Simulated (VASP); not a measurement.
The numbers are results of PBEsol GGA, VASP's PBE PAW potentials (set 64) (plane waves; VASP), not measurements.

A VASP calculation is set up with these files.

**INCAR**
```
SYSTEM = Pt3Ti
PREC = Accurate; ENCUT = 300; LREAL = .False.
LASPH = .True.
EDIFF = 1E-6; NELM = 100; ALGO = Normal
LMAXMIX = 6
ISMEAR = 0; SIGMA = 0.136
GGA = PS
ISIF = 2
LWAVE = .False.; LCHARG = .False.
```

KPOINTS:
```
Automatic mesh
0
Gamma
5 3 1
0 0 0
```

KPOINTS_OPT:
```
k-points along high-symmetry lines
20
Line-mode
Reciprocal
  0.000000  -0.500000   0.000000 ! Y
  0.000000   0.000000   0.000000 ! GAMMA

  0.000000   0.000000   0.000000 ! GAMMA
 -0.500000   0.000000   0.000000 ! Z

  0.000000   0.000000   0.000000 ! GAMMA
 -0.500000  -0.500000   0.000000 ! T
```

File POSCAR:
```
Pt3Ti
3.920
  1.0000000000   0.0000000000   0.0000000000
  0.0000000000   1.4142135204   0.0000000000
  0.0000000000   0.0000000000   5.1422959184
Ti Pt
2 6
Cartesian
 -0.0211390000   0.8539954617   2.4118807700
  0.0045160000   0.1984226422   3.0872442044
  0.5175980000   0.5454890249   2.0415634717
  0.0068690000   0.1750725628   2.3964538822
  0.4670800000   1.2344330408   2.0270776241
  0.5314570000   1.2621898096   2.7518019571
 -0.0083200000   0.8649358175   3.0838760006
  0.5019400000   0.5223157221   2.7692446248
```

POTCAR, in this order: Ti_sv Pt (PBE.64 set). Program: vasp_std.

The cell holds a wide vacuum, so values per volume refer to the whole cell. Unless said otherwise, spin-orbit coupling is left out, though it shifts the bands of the heavy elements here.

Q: Estimate the energy per atom (σ→0), largest force, band gap (over mesh and band path).

A: 
energy per atom (σ→0): -7.236 eV/atom
band gap (over mesh and band path): none (metal, semimetal or under 0.01 eV)
largest force: 1.926 eV/Å

### OSZICAR
```
...
       N       E                     dE             ncg
       N       E                     dE             ncg
       N       E                     dE             ncg
       N       E                     dE             ncg
       N       E                     dE             ncg
       N       E                     dE             ncg
       N       E                     dE             ncg
       N       E                     dE             ncg
```

The cell is a sheet with vacuum, built from a generated structure.
